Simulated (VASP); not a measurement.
## ZrC: equilibrium volume by level of theory

```
Zr C
1.0
     0.00000    2.35021    2.35021
     2.35021    0.00000    2.35021
     2.35021    2.35021    0.00000
Zr C
1 1
Direct
  0.50000 0.50000 0.50000
  0.00000 0.00000 0.00000
```

| rung | level | program and potentials | cutoff (eV) | k mesh | smearing | equilibrium volume (Å³/atom) | notes |
| --- | --- | --- | --- | --- | --- | --- | --- |
| LDA | LDA | VASP, LDA PAW files C, Zr_sv, 600 eV | 600 | 16 × 16 × 16 | gaussian 0.1 | 12.53 | - |
| GGA | PBE | VASP, PBE PAW files C, Zr_sv, 600 eV | 600 | 16 × 16 × 16 | gaussian 0.1 | 13.06 | - |
| GGA + dispersion | PBE+D3(BJ) | VASP, PBE PAW files C, Zr_sv, 600 eV | 600 | 16 × 16 × 16 | gaussian 0.1 | 12.76 | - |
| GGA | PBEsol | VASP, PBE PAW files C, Zr_sv, 580 eV | 580 | 16 × 16 × 16 | gaussian 0.1 | 12.74 | potentials made for PBE |
| GGA | PBEsol | VASP, PBE PAW files C, Zr_sv, 600 eV | 600 | 6 × 6 × 6 | gaussian 0.1 | 12.75 | coarse mesh; potentials made for PBE |
| GGA | PBEsol | VASP, PBE PAW files C, Zr_sv, 600 eV | 600 | 16 × 16 × 16 | gaussian 0.1 | 12.74 | potentials made for PBE |
| GGA | PBEsol | VASP, PBE PAW files C_s, Zr_sv, 480 eV | 480 | 16 × 16 × 16 | gaussian 0.1 | 12.74 | potentials made for PBE |
| GGA | RPBE | VASP, PBE PAW files C, Zr_sv, 600 eV | 600 | 16 × 16 × 16 | gaussian 0.1 | 13.26 | potentials made for PBE |

Task: relaxation of cell and atoms. All rows: no spin polarisation. Smearing widths are in eV. For a metal such meshes aren't converged. Meshes differ between rows, which moves values too. Meshes are those of the run's cell of 2 atoms unless a note names another. Relaxations start from the cell shown or near it and stop with a little pressure left. Runs on faulty files, with rough fits or with known faults for this quantity aren't shown. No row holds spin-orbit coupling.

By rung: LDA 12.53; GGA 12.74 to 13.26; GGA + dispersion 12.76; GGA on coarse meshes 12.75 (Å³/atom).
